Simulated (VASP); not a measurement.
# Nb: accuracy against cost in the plane-wave cutoff and SCF solver

How sensitive are energy and pressure of Nb to the plane-wave cutoff and SCF solver? The series runs use LDA. The plane-wave cutoff tried: ENCUT = 180; ENCUT = 220; ENCUT = 260; ENCUT = 290; ENCUT = 340; ENCUT = 380; ENCUT = 470; ENCUT = 590. The SCF solver tried: ALGO = Normal; ALGO = Fast; ALGO = VeryFast; ALGO = All; ALGO = Damped; AMIX = 0.1, BMIX = 0.01; AMIX = 0.8; IMIX = 1, AMIX = 0.2. The start is a cell from a database of measured crystal structures.

Program: VASP 6.6.1. Level of theory: LDA; plane waves and PAW (Nb_sv). Results are calculated unless marked as measured.

## (1) Starting point

The structure is cubic, space group Im-3m (No. 229). The conventional cell has a = 3.301 Å, b = 3.301 Å, c = 3.301 Å, α = 90.00°, β = 90.00°, γ = 90.00°. Nearest to Nb lie 8 Nb at 2.86 Å.

## (2) Plane-wave cutoff: ENCUT = 180

The basis grows with ENCUT, and energy and stress both move with it. LDA, the lowest rung, knows the local density alone.

INCAR reads:

```
SYSTEM = Nb
PREC = Accurate
ENCUT = 180
EDIFF = 1E-06
NELM = 100
ISMEAR = -1
SIGMA = 0.05
LREAL = .FALSE.
ALGO = Normal
GGA = CA
NBANDS = 12
LORBIT = 11
LWAVE = .FALSE.
LCHARG = .FALSE.
KPAR = 2
ISIF = 2
```

POSCAR reads:

```
Nb
1.0
   -1.6506050000      1.6506050000      1.6506050000
    1.6506050000     -1.6506050000      1.6506050000
    1.6506050000      1.6506050000     -1.6506050000
Nb
1
Direct
    0.0000000000      0.0000000000      0.0000000000
```

KPOINTS reads:

```
Automatic mesh
0
Gamma
9 9 9
0 0 0
```

Potentials, in the order of the species: Nb_sv (PBE family, release 64).

On the command line:

```console
$ mpirun -np 2 vasp_std
```

Log:

```text
[banner, memory and clock lines left out]
running    2 mpi-ranks, on    1 nodes
 distrk:  each k-point on    1 cores,    2 groups
 distr:  one band on    1 cores,    1 groups

 POSCAR found type information on POSCAR Nb
 POSCAR found :  1 types and       1 ions
|                                                                             |
|               ----> ADVICE to this user running VASP <----                  |
|                                                                             |
|     You enforced a specific xc type in the INCAR file but a different       |
|     [... a line on the potential file left out ...]
|     I HOPE YOU KNOW WHAT YOU ARE DOING!                                     |
|                                                                             |

 LDA part: xc-table for (Slater(with rela. corr.)+CA(PZ))
 , standard interpolation
 POSCAR, INCAR and KPOINTS ok, starting setup
 FFT: planning ... GRIDC
 FFT: planning ... GRID_SOFT
 FFT: planning ... GRID
 WAVECAR not read
 entering main loop
       N       E                     dE             d eps       ncg     rms          rms(c)
DAV:   1     0.273575176973E+02    0.27358E+02   -0.42305E+03   960   0.510E+02
DAV:   2    -0.107784738736E+02   -0.38136E+02   -0.37258E+02  1020   0.168E+02
DAV:   3    -0.113594273946E+02   -0.58095E+00   -0.57674E+00  1008   0.182E+01
DAV:   4    -0.113706418024E+02   -0.11214E-01   -0.11212E-01   996   0.267E+00
DAV:   5    -0.113709518889E+02   -0.31009E-03   -0.31008E-03  1048   0.367E-01    0.415E+01
DAV:   6    -0.103489684764E+02    0.10220E+01   -0.12536E+00   964   0.118E+01    0.220E+01
DAV:   7    -0.101801860358E+02    0.16878E+00   -0.81054E-01  1044   0.916E+00    0.222E+00
DAV:   8    -0.101748512515E+02    0.53348E-02   -0.47885E-02   980   0.235E+00    0.349E-01
DAV:   9    -0.101747141071E+02    0.13714E-03   -0.48380E-04  1008   0.210E-01    0.940E-02
DAV:  10    -0.101747098232E+02    0.42839E-05   -0.12675E-05  1032   0.362E-02    0.224E-02
DAV:  11    -0.101747084726E+02    0.13506E-05   -0.10600E-06   788   0.888E-03    0.459E-03
DAV:  12    -0.101747084241E+02    0.48431E-07   -0.24558E-07   516   0.337E-03
   1 F= -.10174708E+02 E0= -.10171846E+02  d E =-.572552E-02
```

Wall time 2.8 s (2 MPI ranks of AMD EPYC 7R43, shared host); peak memory 0.15 GiB; 4.3 s of CPU time.

Lines that name or quote the potential files are left out of all logs, and their timing lines are given in words.

Parts of OUTCAR (step 2):

```text
ion  position               nearest neighbor table
   1  0.000  0.000  0.000-

  LATTYP: Found a body centered cubic cell.
 ALAT       =     3.3012100000

 Subroutine GETGRP returns: Found 48 space group operations
 (whereof 48 operations were pure point group operations)

The static configuration has the point symmetry O_h .

 Found     35 irreducible k-points:

   k-points           NKPTS =     35   k-points in BZ     NKDIM =     35   number of bands    NBANDS=     12

   dimension x,y,z NGX =    14 NGY =   14 NGZ =   14
   dimension x,y,z NGXF=    28 NGYF=   28 NGZF=   28

   ENCUT  =  180.0 eV  13.23 Ry    3.64 a.u.   3.13  3.13  3.13*2*pi/ulx,y,z

   NELECT =      13.0000    total number of electrons

 k-points in reciprocal lattice and weights: Automatic mesh
   0.00000000  0.00000000  0.00000000       0.001
   0.11111111  0.00000000  0.00000000       0.016
   0.22222222  0.00000000  0.00000000       0.016
   0.33333333  0.00000000  0.00000000       0.016
   0.44444444  0.00000000  0.00000000       0.016
   0.11111111  0.11111111  0.00000000       0.033
   0.22222222  0.11111111  0.00000000       0.066
   0.33333333  0.11111111  0.00000000       0.066
   0.44444444  0.11111111  0.00000000       0.033
[...]
-0.44444444 -0.44444444  0.33333333       0.011
  -0.44444444  0.44444444  0.44444444       0.008

 average (electrostatic) potential at core
       1 -77.9645

 E-fermi :  11.5630

 k-point     1 :       0.0000    0.0000    0.0000
  band No.  band energies     occupation
      1     -44.1242      2.00000
      2     -19.1611      2.00000
      3     -19.1611      2.00000
      4     -19.1611      2.00000
      5       5.9016      2.00000
      6      12.8523      0.00000
      7      12.8523      0.00000
      8      12.8523      0.00000
      9      15.3322      0.00000
     10      15.3322      0.00000
    ...

 k-point     2 :       0.1111    0.0000    0.0000
  band No.  band energies     occupation
      1     -44.0962      2.00000
      2     -19.4047      2.00000
      3     -19.1958      2.00000
      4     -19.1533      2.00000
      5       6.3334      2.00000
      6      11.9615      0.00069
      7      12.5076      0.00000
      8      13.1424      0.00000
      9      14.9100      0.00000
     10      15.2459      0.00000
    ...

 k-point     3 :       0.2222    0.0000    0.0000
  band No.  band energies     occupation
    ...
      3     -19.4364      2.00000
      4     -19.1671      2.00000
      5       7.4030      2.00000
      6      11.3181      1.98517
      7      11.4681      1.73945
      8      13.6844      0.00000
      9      14.5660      0.00000
     10      15.0094      0.00000
     11      26.0427      0.00000
     12      27.7513      0.00000

  Total      -19.7268144    -19.7268144    -19.7268144     -0.0000000     -0.0000000      0.0000000
  in kB    -1757.0255630  -1757.0255630  -1757.0255630     -0.0000000     -0.0000000      0.0000000
  external PRESSURE =   -1757.0255630 kB  Pullay stress =       0.0000000 kB

  energy-cutoff  :      180.00
  volume of cell :       17.99
      direct lattice vectors                 reciprocal lattice vectors
    -1.650605000  1.650605000  1.650605000     0.000000000  0.302919233  0.302919233
     1.650605000 -1.650605000  1.650605000     0.302919233  0.000000000  0.302919233
     1.650605000  1.650605000 -1.650605000     0.302919233  0.302919233  0.000000000

 POSITION                                       TOTAL-FORCE (eV/Angst)
 -----------------------------------------------------------------------------------
      0.00000      0.00000      0.00000         0.000000      0.000000      0.000000
 -----------------------------------------------------------------------------------
    total drift:                               -0.000000     -0.000000      0.000000

  FREE ENERGIE OF THE ION-ELECTRON SYSTEM (eV)
  ---------------------------------------------------
  free  energy   TOTEN  =       -10.1747084241 eV

  energy  without entropy=      -10.1689829052  energy(sigma->0) =      -10.17184566

 total charge
# of ion       s       p       d       tot
------------------------------------------
    1        2.136   6.103   3.218  11.457

[... 3 further parts left out ...]
```

This run has no spin polarisation. Its electron count is odd, so without a moment it is a metal by construction. The k-mesh is coarse for a metal. The PAW data sets were made with PBE, though LDA sets exist; this is a small mismatch.

This step gave:

```yaml
scf_cycles: 12
electrons: 13
bands: 12
irreducible_k_points: 35
symmetry_operations: 48
free_energy_toten: -10.17 eV
energy_at_zero_smearing: -10.17 eV
fermi_energy: 11.56 eV
pressure: -175.7 GPa
metallic: yes
```

The series starts at -10.1718 eV an atom and -175.70 GPa, after 12 cycles in 2.8 s.

## (3) Plane-wave cutoff: ENCUT = 220

Changes to INCAR since step 2:

```diff
@@ -2,3 +2,3 @@
 PREC = Accurate
-ENCUT = 180
+ENCUT = 220
 EDIFF = 1E-06
```

POSCAR is that of step 2.

KPOINTS is that of step 2.

On the command line:

```console
$ mpirun -np 2 vasp_std
```

Log:

```text
[banner, memory and clock lines left out]
running    2 mpi-ranks, on    1 nodes
[...]
[... a notice as in an earlier step ...]

 LDA part: xc-table for (Slater(with rela. corr.)+CA(PZ))
 , standard interpolation
 POSCAR, INCAR and KPOINTS ok, starting setup
[...]
entering main loop
       N       E                     dE             d eps       ncg     rms          rms(c)
DAV:   1     0.444790976475E+02    0.44479E+02   -0.46777E+03   944   0.590E+02
DAV:   2    -0.106190125224E+02   -0.55098E+02   -0.53649E+02  1036   0.220E+02
DAV:   3    -0.118140627654E+02   -0.11951E+01   -0.11820E+01  1136   0.277E+01
DAV:   4    -0.118432173939E+02   -0.29155E-01   -0.29135E-01  1044   0.415E+00
[...]
DAV:  11    -0.112302891289E+02    0.13253E-04   -0.19658E-06   952   0.129E-02    0.354E-03
DAV:  12    -0.112302875031E+02    0.16258E-05   -0.12711E-07   540   0.295E-03    0.101E-03
DAV:  13    -0.112302867030E+02    0.80013E-06   -0.32558E-08   496   0.167E-03
   1 F= -.11230287E+02 E0= -.11224060E+02  d E =-.124534E-01
```

It took 3 s on 2 MPI ranks; peak memory 0.15 GiB.

From OUTCAR (step 3):

```text
  Total       -4.9644689     -4.9644689     -4.9644689     -0.0000000     -0.0000000      0.0000000
  in kB     -442.1747236   -442.1747236   -442.1747236     -0.0000000     -0.0000000      0.0000000
  external PRESSURE =    -442.1747236 kB  Pullay stress =       0.0000000 kB

 POSITION                                       TOTAL-FORCE (eV/Angst)
 -----------------------------------------------------------------------------------
      0.00000      0.00000      0.00000         0.000000      0.000000     -0.000000
 -----------------------------------------------------------------------------------
    total drift:                               -0.000000     -0.000000      0.000000

  FREE ENERGIE OF THE ION-ELECTRON SYSTEM (eV)
  ---------------------------------------------------
  free  energy   TOTEN  =       -11.2302867030 eV

  energy  without entropy=      -11.2178332927  energy(sigma->0) =      -11.22406000

[... 1 part as in an earlier step ...]

[... 2 further parts left out ...]
[key lines of the parts left out:]
E-fermi :  11.0421
```

Against the run before the energy moves by -1052.21 meV an atom and the pressure by +131.49 GPa, after 13 cycles in 3 s.

## (4) Plane-wave cutoff: ENCUT = 260

Changes to INCAR since step 3:

```diff
@@ -2,3 +2,3 @@
 PREC = Accurate
-ENCUT = 220
+ENCUT = 260
 EDIFF = 1E-06
```

POSCAR is that of step 3.

KPOINTS is that of step 3.

On the command line:

```console
$ mpirun -np 2 vasp_std
```

Log:

```text
[... set-up lines as in an earlier step ...]
 entering main loop
       N       E                     dE             d eps       ncg     rms          rms(c)
DAV:   1     0.557611492541E+02    0.55761E+02   -0.51391E+03   920   0.662E+02
DAV:   2    -0.102293123740E+02   -0.65990E+02   -0.63464E+02  1056   0.252E+02
DAV:   3    -0.117878779955E+02   -0.15586E+01   -0.15312E+01  1136   0.336E+01
DAV:   4    -0.118372724281E+02   -0.49394E-01   -0.49345E-01  1104   0.615E+00
[...]
DAV:  10    -0.112904528940E+02    0.16685E-05   -0.88811E-06  1132   0.235E-02    0.478E-03
DAV:  11    -0.112904507528E+02    0.21412E-05   -0.47948E-07   796   0.778E-03    0.165E-03
DAV:  12    -0.112904500018E+02    0.75100E-06   -0.62108E-08   540   0.269E-03
   1 F= -.11290450E+02 E0= -.11284616E+02  d E =-.116677E-01
```

Wall time 3.6 s (2 MPI ranks); peak memory 0.15 GiB.

OUTCAR, selected parts (step 4):

```text
  Total       -1.6905377     -1.6905377     -1.6905377      0.0000000     -0.0000000      0.0000000
  in kB     -150.5726157   -150.5726157   -150.5726157      0.0000000     -0.0000000      0.0000000
  external PRESSURE =    -150.5726157 kB  Pullay stress =       0.0000000 kB

 POSITION                                       TOTAL-FORCE (eV/Angst)
 -----------------------------------------------------------------------------------
      0.00000      0.00000      0.00000         0.000000     -0.000000     -0.000000
 -----------------------------------------------------------------------------------
    total drift:                               -0.000000     -0.000000      0.000000

  FREE ENERGIE OF THE ION-ELECTRON SYSTEM (eV)
  ---------------------------------------------------
  free  energy   TOTEN  =       -11.2904500018 eV

  energy  without entropy=      -11.2787823344  energy(sigma->0) =      -11.28461617

[... 1 part as in an earlier step ...]

[... 2 further parts left out ...]
[key lines of the parts left out:]
E-fermi :  10.9752
```

Against the run before the energy moves by -60.56 meV an atom and the pressure by +29.16 GPa, after 12 cycles in 3.6 s.

## (5) Plane-wave cutoff: ENCUT = 290

Changes to INCAR since step 4:

```diff
@@ -2,3 +2,3 @@
 PREC = Accurate
-ENCUT = 260
+ENCUT = 290
 EDIFF = 1E-06
```

POSCAR is that of step 4.

KPOINTS is that of step 4.

On the command line:

```console
$ mpirun -np 2 vasp_std
```

Log:

```text
[... set-up lines as in an earlier step ...]
 entering main loop
       N       E                     dE             d eps       ncg     rms          rms(c)
DAV:   1     0.696246687489E+02    0.69625E+02   -0.53079E+03   856   0.712E+02
DAV:   2    -0.948040940320E+01   -0.79105E+02   -0.76396E+02  1044   0.280E+02
DAV:   3    -0.117402549169E+02   -0.22598E+01   -0.22210E+01  1172   0.400E+01
DAV:   4    -0.118162878723E+02   -0.76033E-01   -0.75972E-01  1032   0.806E+00
[...]
DAV:  10    -0.112806808773E+02    0.11037E-05   -0.64263E-06  1020   0.237E-02    0.360E-03
DAV:  11    -0.112806795496E+02    0.13278E-05   -0.40002E-07   720   0.797E-03    0.161E-03
DAV:  12    -0.112806794001E+02    0.14947E-06   -0.98813E-08   544   0.246E-03
   1 F= -.11280679E+02 E0= -.11274814E+02  d E =-.117301E-01
```

Run time: 3 s. Hardware: 2 MPI ranks; peak memory 0.16 GiB.

From OUTCAR (step 5):

```text
  Total       -1.1891261     -1.1891261     -1.1891261     -0.0000000     -0.0000000      0.0000000
  in kB     -105.9129414   -105.9129414   -105.9129414     -0.0000000     -0.0000000      0.0000000
  external PRESSURE =    -105.9129414 kB  Pullay stress =       0.0000000 kB

 POSITION                                       TOTAL-FORCE (eV/Angst)
 -----------------------------------------------------------------------------------
      0.00000      0.00000      0.00000        -0.000000      0.000000      0.000000
 -----------------------------------------------------------------------------------
    total drift:                                0.000000     -0.000000     -0.000000

  FREE ENERGIE OF THE ION-ELECTRON SYSTEM (eV)
  ---------------------------------------------------
  free  energy   TOTEN  =       -11.2806794001 eV

  energy  without entropy=      -11.2689493274  energy(sigma->0) =      -11.27481436

[... 1 part as in an earlier step ...]

[... 2 further parts left out ...]
[key lines of the parts left out:]
E-fermi :  10.9632
```

Against the run before the energy moves by +9.80 meV an atom and the pressure by +4.47 GPa, after 12 cycles in 3 s.

## (6) Plane-wave cutoff: ENCUT = 340

Changes to INCAR since step 5:

```diff
@@ -2,3 +2,3 @@
 PREC = Accurate
-ENCUT = 290
+ENCUT = 340
 EDIFF = 1E-06
```

POSCAR is that of step 5.

KPOINTS is that of step 5.

On the command line:

```console
$ mpirun -np 2 vasp_std
```

Log:

```text
[... set-up lines as in an earlier step ...]
 entering main loop
       N       E                     dE             d eps       ncg     rms          rms(c)
DAV:   1     0.822413172667E+02    0.82241E+02   -0.58666E+03   848   0.791E+02
DAV:   2    -0.906505342554E+01   -0.91306E+02   -0.88306E+02   960   0.309E+02
DAV:   3    -0.116857379048E+02   -0.26207E+01   -0.25103E+01  1140   0.445E+01
DAV:   4    -0.118149497015E+02   -0.12921E+00   -0.12859E+00  1096   0.997E+00
[...]
DAV:   8    -0.112855582717E+02   -0.72279E-03   -0.85220E-03  1000   0.120E+00    0.750E-02
DAV:   9    -0.112855739241E+02   -0.15652E-04   -0.42906E-04  1364   0.205E-01    0.178E-02
DAV:  10    -0.112855741316E+02   -0.20754E-06   -0.85819E-06   996   0.310E-02
   1 F= -.11285574E+02 E0= -.11279720E+02  d E =-.117092E-01
```

The job ended after 3.8 s (2 MPI ranks; peak memory 0.16 GiB).

OUTCAR, selected parts (step 6):

```text
  Total       -1.0565183     -1.0565183     -1.0565183      0.0000000      0.0000000      0.0000000
  in kB      -94.1018500    -94.1018500    -94.1018500      0.0000000      0.0000000      0.0000000
  external PRESSURE =     -94.1018500 kB  Pullay stress =       0.0000000 kB

 POSITION                                       TOTAL-FORCE (eV/Angst)
 -----------------------------------------------------------------------------------
      0.00000      0.00000      0.00000         0.000000     -0.000000      0.000000
 -----------------------------------------------------------------------------------
    total drift:                                0.000000     -0.000000      0.000000

  FREE ENERGIE OF THE ION-ELECTRON SYSTEM (eV)
  ---------------------------------------------------
  free  energy   TOTEN  =       -11.2855741316 eV

  energy  without entropy=      -11.2738649055  energy(sigma->0) =      -11.27971952

[... 1 part as in an earlier step ...]

[... 2 further parts left out ...]
[key lines of the parts left out:]
E-fermi :  10.9598
```

Against the run before the energy moves by -4.91 meV an atom and the pressure by +1.18 GPa, after 10 cycles in 3.8 s.

## (7) Plane-wave cutoff: ENCUT = 380

Changes to INCAR since step 6:

```diff
@@ -2,3 +2,3 @@
 PREC = Accurate
-ENCUT = 340
+ENCUT = 380
 EDIFF = 1E-06
```

POSCAR is that of step 6.

KPOINTS is that of step 6.

On the command line:

```console
$ mpirun -np 2 vasp_std
```

Log:

```text
[... set-up lines as in an earlier step ...]
 entering main loop
       N       E                     dE             d eps       ncg     rms          rms(c)
DAV:   1     0.891577037647E+02    0.89158E+02   -0.61597E+03   848   0.862E+02
DAV:   2    -0.861231039319E+01   -0.97770E+02   -0.93923E+02   948   0.321E+02
DAV:   3    -0.116701819820E+02   -0.30579E+01   -0.29005E+01  1168   0.491E+01
DAV:   4    -0.118142359032E+02   -0.14405E+00   -0.14329E+00  1108   0.109E+01
[...]
DAV:  10    -0.112885167408E+02   -0.35160E-05   -0.90160E-06  1000   0.346E-02    0.791E-03
DAV:  11    -0.112885148457E+02    0.18951E-05   -0.14093E-06   816   0.163E-02    0.264E-03
DAV:  12    -0.112885148438E+02    0.19004E-08   -0.36869E-07   568   0.746E-03
   1 F= -.11288515E+02 E0= -.11282656E+02  d E =-.117184E-01
```

Elapsed: 3 s, on 2 MPI ranks; peak memory 0.17 GiB; 4.7 s of CPU time.

From OUTCAR (step 7):

```text
  Total       -1.0558165     -1.0558165     -1.0558165      0.0000000      0.0000000      0.0000000
  in kB      -94.0393428    -94.0393428    -94.0393428      0.0000000      0.0000000      0.0000000
  external PRESSURE =     -94.0393428 kB  Pullay stress =       0.0000000 kB

  FREE ENERGIE OF THE ION-ELECTRON SYSTEM (eV)
  ---------------------------------------------------
  free  energy   TOTEN  =       -11.2885148438 eV

  energy  without entropy=      -11.2767964463  energy(sigma->0) =      -11.28265565

[... 2 parts as in an earlier step ...]

[... 2 further parts left out ...]
[key lines of the parts left out:]
E-fermi :  10.9576
```

Against the run before the energy moves by -2.94 meV an atom and the pressure by +0.01 GPa, after 12 cycles in 3 s.

(Part 1 of 3 ends here.)

[Lines on the potential files, build, host, timing and source positions are cut from VASP's logs without a mark.]

[Logs are printed without paths, hosts, clocks, repeated set-up lines and the standing remarks that a program may print on its own settings, such as how far it seeks lower states.]

[Hosts, paths, dates, database ids (printed as entryN), source tags and the programs' standing remarks are cut or masked in the printed files.]

[A measured line is paired with the nearest computed mode of its activity, which favours agreement.]
